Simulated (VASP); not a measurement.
Here is the system:

```
CaB2
1.0
    0.00000     2.90945     2.90945
    2.90945     0.00000     2.90945
    2.90945     2.90945     0.00000
Ca B
1 2
Cartesian
  0.00000   0.00000   0.00000
  1.45473   1.45473   1.45473
  4.36418   4.36418   4.36418
```

Level of theory: PBEsol GGA, VASP's PBE PAW potentials (set 64) (plane waves; VASP). Numerical set-up: 600 eV cut-off, 8×8×8 Γ-centred mesh, first-order Methfessel-Paxton smearing of 0.10 eV, potentials Ca_sv B.

Energy and stress use the plane-wave basis of the starting cell.

Task: The ions, cell shape and volume at an external pressure of 10.0 GPa are relaxed. Predict the relaxed structure.

Result: 
```
CaB2
1.0
    0.00000     2.76898     2.76898
    2.76898     0.00000     2.76898
    2.76898     2.76898     0.00000
Ca B
1 2
Cartesian
  0.00000   0.00000   0.00000
  1.38449   1.38449   1.38449
  4.15347   4.15347   4.15347
```
Space group Fm-3m (225), at a tolerance of 0.03 Å.

Task: How do energy and volume change from the first to the last step?

Result: The energy (σ→0) changes by +63.3 meV/atom and the volume by -13.8 %, in 3 ionic steps.

The structure was generated: CaB2 was put into the fluorite type (Fm-3m), which need not be its known phase. This run relaxes it under an external pressure of 10 GPa. Symmetry was kept, so distortions that lower it aren't found.
